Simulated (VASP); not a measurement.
Given:

```xyz
4
Lattice="2.1704 -6.0831 0.0000 2.1704 6.0831 0.0000 0.0000 0.0000 4.8472" Properties=species:S:1:pos:R:3 pbc="T T T"
Tl     2.1704     1.3350     3.6354
Tl     2.1704    -1.3350     1.2118
Br     2.1704    -4.4286     1.2118
Br     2.1704     4.4286     3.6354
```

These are PBEsol GGA, VASP's PBE PAW potentials (set 64) (plane waves; VASP 6.6.1) values and carry that method's errors. Settings: 400 eV cut-off, Gaussian smearing of 0.050 eV, potentials Tl_d Br.

Unless said otherwise, spin-orbit coupling is left out, though it shifts the bands of the heavy elements here.

**Question.** Give the energies of bands 13 to 23 at the high-symmetry points, in eV from the valence-band maximum.

**Answer.** 
| band | Γ | Y | C0 | Z | A0 | T | S | R |
|---|---|---|---|---|---|---|---|---|
| 13 | -4.73 | -5.44 | -5.83 | -5.24 | -4.54 | -5.62 | -5.79 | -4.43 |
| 14 | -3.76 | -4.17 | -4.49 | -5.24 | -4.54 | -5.62 | -4.52 | -4.43 |
| 15 | -3.26 | -2.27 | -2.26 | -2.43 | -3.26 | -1.44 | -2.06 | -3.01 |
| 16 | -2.73 | -2.19 | -1.71 | -2.43 | -3.26 | -1.44 | -1.75 | -3.01 |
| 17 | -1.79 | -2.15 | -1.57 | -1.38 | -2.13 | -1.29 | -1.69 | -2.70 |
| 18 | -1.70 | -1.40 | -1.42 | -1.38 | -2.13 | -1.29 | -1.48 | -2.70 |
| 19 | -1.70 | -0.95 | -0.45 | -0.23 | -1.30 | -0.17 | -0.61 | -1.26 |
| 20 | -1.17 | -0.79 | -0.45 | -0.23 | -1.30 | -0.17 | -0.40 | -1.26 |
| 21 | 4.61 | 2.96 | 2.33 | 3.04 | 3.70 | 2.11 | 2.46 | 4.04 |
| 22 | 5.24 | 4.65 | 2.83 | 3.04 | 3.70 | 2.11 | 2.82 | 4.04 |
| 23 | 5.60 | 4.68 | 2.98 | 4.55 | 5.46 | 5.00 | 3.01 | 5.12 |

The gap is direct, 1.87 eV, from the valence maximum at T-Y at 0.14 to the conduction minimum at T-Y at 0.14.

The structure comes from a computed database's TlBr entry (Cmcm); how it stands against other phases isn't given here. It was relaxed first, which changed the volume by -6 %.
